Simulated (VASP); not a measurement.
Output of a VASP run:

### OSZICAR
```
...
DAV:   2    -0.505570811222E+02    0.22321E+00   -0.22308E+00  7848   0.159E+01    0.235E+00
DAV:   3    -0.504733920003E+02    0.83689E-01   -0.51872E-01  8184   0.649E+00    0.124E+00
DAV:   4    -0.504597945597E+02    0.13597E-01   -0.72413E-02  7616   0.264E+00    0.322E-01
DAV:   5    -0.504595897631E+02    0.20480E-03   -0.41979E-03  9760   0.565E-01    0.221E-01
DAV:   6    -0.504577880582E+02    0.18017E-02   -0.39634E-03  7952   0.699E-01    0.126E-01
DAV:   7    -0.504601233248E+02   -0.23353E-02   -0.13130E-03  7664   0.373E-01    0.533E-02
DAV:   8    -0.504599840194E+02    0.13931E-03   -0.25745E-04  8096   0.127E-01    0.154E-02
DAV:   9    -0.504601279333E+02   -0.14391E-03   -0.91327E-05  7696   0.839E-02    0.553E-03
DAV:  10    -0.504601216303E+02    0.63030E-05   -0.44275E-06  8328   0.216E-02    0.296E-03
DAV:  11    -0.504601282701E+02   -0.66398E-05   -0.85542E-07  3888   0.999E-03    0.181E-03
DAV:  12    -0.504601196571E+02    0.86130E-05   -0.37389E-07  3840   0.579E-03    0.111E-03
DAV:  13    -0.504601197216E+02   -0.64510E-07   -0.51015E-08  3760   0.200E-03
   3 F= -.50460120E+02 E0= -.50460719E+02  d E =-.169678E-01  mag=    -0.0000
       N       E                     dE             d eps       ncg     rms          rms(c)
DAV:   1    -0.504769398351E+02   -0.16820E-01   -0.70796E-01  7296   0.704E+00    0.121E+00
DAV:   2    -0.504625116675E+02    0.14428E-01   -0.32907E-02  7848   0.181E+00    0.446E-01
DAV:   3    -0.504622466954E+02    0.26497E-03   -0.94321E-03  9216   0.927E-01    0.332E-01
DAV:   4    -0.504615823893E+02    0.66431E-03   -0.24317E-03  9000   0.478E-01    0.164E-01
DAV:   5    -0.504614757990E+02    0.10659E-03   -0.37415E-04  7768   0.161E-01    0.278E-02
DAV:   6    -0.504614941957E+02   -0.18397E-04   -0.13629E-04  7824   0.902E-02    0.158E-02
DAV:   7    -0.504615327282E+02   -0.38533E-04   -0.12914E-05  7952   0.316E-02    0.487E-03
DAV:   8    -0.504615169447E+02    0.15784E-04   -0.25275E-06  6272   0.163E-02    0.257E-03
DAV:   9    -0.504615352344E+02   -0.18290E-04   -0.17178E-06  5536   0.127E-02    0.109E-03
DAV:  10    -0.504615264548E+02    0.87797E-05   -0.45908E-07  3808   0.624E-03    0.216E-04
DAV:  11    -0.504615274818E+02   -0.10271E-05   -0.16078E-08  3696   0.147E-03    0.243E-04
DAV:  12    -0.504615273268E+02    0.15506E-06   -0.16527E-09  3648   0.410E-04
   4 F= -.50461527E+02 E0= -.50462085E+02  d E =-.140761E-02  mag=     0.0000
       N       E                     dE             d eps       ncg     rms          rms(c)
DAV:   1    -0.504639324312E+02   -0.24049E-02   -0.85324E-02  7296   0.245E+00    0.405E-01
DAV:   2    -0.504621536269E+02    0.17788E-02   -0.41997E-03  7912   0.656E-01    0.159E-01
DAV:   3    -0.504621593523E+02   -0.57254E-05   -0.14247E-03  9152   0.359E-01    0.117E-01
DAV:   4    -0.504620603171E+02    0.99035E-04   -0.36714E-04  9136   0.185E-01    0.497E-02
DAV:   5    -0.504620280644E+02    0.32253E-04   -0.65700E-05  7808   0.689E-02    0.758E-03
DAV:   6    -0.504620711885E+02   -0.43124E-04   -0.27430E-05  7408   0.422E-02    0.569E-03
DAV:   7    -0.504620616342E+02    0.95543E-05   -0.18151E-06  5424   0.120E-02    0.210E-03
DAV:   8    -0.504620667749E+02   -0.51407E-05   -0.33977E-07  3736   0.620E-03    0.118E-03
DAV:   9    -0.504620602955E+02    0.64794E-05   -0.19907E-07  3648   0.447E-03    0.321E-04
DAV:  10    -0.504620633087E+02   -0.30132E-05   -0.50117E-08  3648   0.206E-03    0.919E-05
DAV:  11    -0.504620628059E+02    0.50282E-06   -0.46760E-09  3648   0.614E-04
   5 F= -.50462063E+02 E0= -.50462669E+02  d E =-.194308E-02  mag=    -0.0000
```

File OUTCAR:
```
------------------------ aborting loop because EDIFF is reached ----------------------------------------
  FORCE on cell =-STRESS in cart. coord.  units (eV):
  Direction    XX          YY          ZZ          XY          YZ          ZX
  --------------------------------------------------------------------------------------
  Total       -0.0227749     -0.0227749     -0.0163982      0.0000000      0.0000000      0.0000000
  in kB       -1.1367105     -1.1367104     -0.8184458      0.0000000      0.0000000      0.0000000
  external PRESSURE =      -1.0306222 kB  Pullay stress =       0.0000000 kB
  volume of cell :       32.10
      direct lattice vectors                 reciprocal lattice vectors
     2.695540154  0.000000000  0.000000000     0.370983158  0.214187228  0.000000000
    -1.347770077  2.334406238  0.000000000     0.000000000  0.428374455  0.000000000
    -0.000000000 -0.000000000  5.101472770     0.000000000  0.000000000  0.196021825
 POSITION                                       TOTAL-FORCE (eV/Angst)
 -----------------------------------------------------------------------------------
      0.00000      0.00000      0.00000         0.000000      0.000000     -0.000000
     -0.00000     -0.00000      2.55074         0.000000      0.000000     -0.000000
     -0.00000      1.55627      1.27537         0.000000      0.000000      0.000000
      1.34777      0.77813      3.82610        -0.000000     -0.000000     -0.000000
 -----------------------------------------------------------------------------------
    total drift:                                0.000000     -0.000000      0.000000
  FREE ENERGIE OF THE ION-ELECTRON SYSTEM (eV)
  ---------------------------------------------------
  free  energy   TOTEN  =       -50.4620628059 eV

  energy  without entropy=      -50.4638811571  energy(sigma->0) =      -50.46266892

 total charge

# of ion       s       p       d       tot
------------------------------------------
    1        0.455   6.446   4.354  11.254
    2        0.455   6.446   4.354  11.254
    3        1.261   2.521   0.000   3.782
    4        1.261   2.521   0.000   3.782
--------------------------------------------------
tot          3.431  17.934   8.707  30.072

 magnetization (x)

# of ion       s       p       d       tot
------------------------------------------
    1       -0.000  -0.000  -0.000  -0.000
    2       -0.000  -0.000  -0.000  -0.000
    3        0.000   0.000   0.000   0.000
    4        0.000   0.000   0.000   0.000
--------------------------------------------------
tot          0.000   0.000  -0.000  -0.000

 reached required accuracy - stopping structural energy minimisation
```
(Selected blocks of OUTCAR.)

File POSCAR:
```
CrN
1
    2.6659566104    -0.0000000000     0.0000000000
   -1.3329783052     2.3087861377    -0.0000000000
   -0.0000000000    -0.0000000000     5.1097496805
Cr N
2 2
Direct
  0.0000000000   1.0000000000   0.0000000000
  0.0000000000   1.0000000000   0.5000000000
  0.3333330000   0.6666670000   0.2500000000
  0.6666670000   0.3333330000   0.7500000000
```

Task: Write an INCAR and KPOINTS that could have produced this output.

Result: One answer among several that fit: the input of the run itself, r2SCAN meta-GGA, plane waves, VASP's PBE PAW potentials (set 64).

### INCAR
```
ALGO = Normal
EDIFF = 1E-6
EDIFFG = -0.02
ENCUT = 520
IBRION = 2
ISIF = 3
ISMEAR = 1
ISPIN = 2
LASPH = .TRUE.
LCHARG = .FALSE.
LMAXMIX = 4
LMIXTAU = .TRUE.
LORBIT = 10
LREAL = .FALSE.
LWAVE = .FALSE.
MAGMOM = 3.0 3.0 0.0 0.0
METAGGA = R2SCAN
NELM = 100
NSW = 60
PREC = Accurate
SIGMA = 0.1
SYSTEM = CrN
```

**KPOINTS**
```
K-points
0
gamma
12 12 6
0 0 0
```

POTCAR, in this order: Cr_pv N (PBE.64 set). Program: vasp_std.

Energy and stress use the plane-wave basis of the starting cell. The moments were started parallel, and other spin orders were not tried in this run.

The structure was generated: CrN was put into the NiAs type type (P6_3/mmc), which need not be its known phase. This run relaxes it. Symmetry was kept, so distortions that lower it aren't found. The start is the result of an earlier pass.
